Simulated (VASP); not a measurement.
Consider the following.

```yaml
crystal:
  lattice:
    - [0.00000, 2.07148, 2.07148]
    - [2.07148, 0.00000, 2.07148]
    - [2.07148, 2.07148, 0.00000]
  atoms:
    - { symbol: Mg, position: [0.00000, 0.00000, 0.00000] }
    - { symbol: O, position: [0.50000, 0.50000, 0.50000] }
```

The numbers are results of TPSS meta-GGA, VASP's PBE PAW potentials (set 64) (plane waves; VASP 6.6.1), not measurements. Numerical set-up: 520 eV cut-off, 11×11×11 Γ-centred mesh, Gaussian smearing of 0.050 eV, potentials Mg O.

Problem. Estimate the energy per atom (σ→0), pressure, band gap (on the k-mesh) with the smallest direct gap where there is one.

Solution. 
```json
{
 "band gap (on the k-mesh)": "5.32 eV",
 "smallest direct gap (on the k-mesh)": "5.32 eV",
 "energy per atom (σ→0)": "-9.057 eV/atom",
 "pressure": "11.12 GPa"
}
```

The absolute energy has meaning only against runs of the same code, potentials and settings.

The compound is MgO in the rock salt structure. This cell is one point of a volume scan, at 0.94 of the reference volume.
